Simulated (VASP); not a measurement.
Wanted: the native input for a VASP 6.6.1 run.

```yaml
Task: single point
Functional: PBE
Potentials_or_basis: VASP PAW PBE potentials, release 64 (K_sv, Be)
Cutoff: 520 eV
k_mesh: 8 × 8 × 8
Occupations: gaussian, width 0.1 eV
Spin: no spin polarisation
Dipole_correction: no
Further_INCAR_settings: ALGO = Fast; EDIFF = 1e-07; NBANDS = 28
```

The structure of K3Be5 lies in POSCAR:

```
K3Be5
1.0
   -3.6517039043      3.6517039043      3.6517039043
    3.6517039043     -3.6517039043      3.6517039043
    3.6517039043      3.6517039043     -3.6517039043
K Be
3 5
Direct
    0.0000000000      0.5000000000      0.5000000000
    0.5000000000      0.5000000000      0.0000000000
    0.5000000000      0.0000000000      0.5000000000
    0.0000000000      0.0000000000      0.0000000000
    0.0000000000      0.0000000000      0.5000000000
    0.0000000000      0.5000000000      0.0000000000
    0.5000000000      0.0000000000      0.0000000000
    0.5000000000      0.5000000000      0.5000000000
```

The cell was built by a generator and needn't be a form met in nature.

The cell isn't the ideal one: species swapped into the Fe5Co3 type (Im-3m, No. 229).

These files were run (other wordings do the same):

INCAR

```
SYSTEM = K3Be5
ALGO = Fast ; EDIFF = 1E-7
ENCUT = 520 ; GGA = PE
ISIF = 2 ; ISMEAR = 0
LASPH = .True. ; LCHARG = .False.
LREAL = .False. ; LWAVE = .False.
NBANDS = 28 ; NELM = 80
PREC = Accurate ; SIGMA = 0.1
```

KPOINTS

```
k-points
0
Gamma
  8 8 8
  0 0 0
```

Potentials or basis: VASP PAW PBE potentials, release 64 (K_sv, Be).

Run with:

```console
$ cat potpaw_PBE.64/K_sv/POTCAR potpaw_PBE.64/Be/POTCAR > POTCAR
$ mpirun -np 1 vasp_std > vasp.out
```

It gave:

- Pressure: 0.0 GPa
- Band gap on the k mesh: none (metal or under the smearing width)

Run time: 4.7 min on 1 thread of Intel(R) Xeon(R) Platinum 8375C CPU @ 2.90GHz (Ice Lake), with other jobs on the host, peak memory 0.38 GiB.
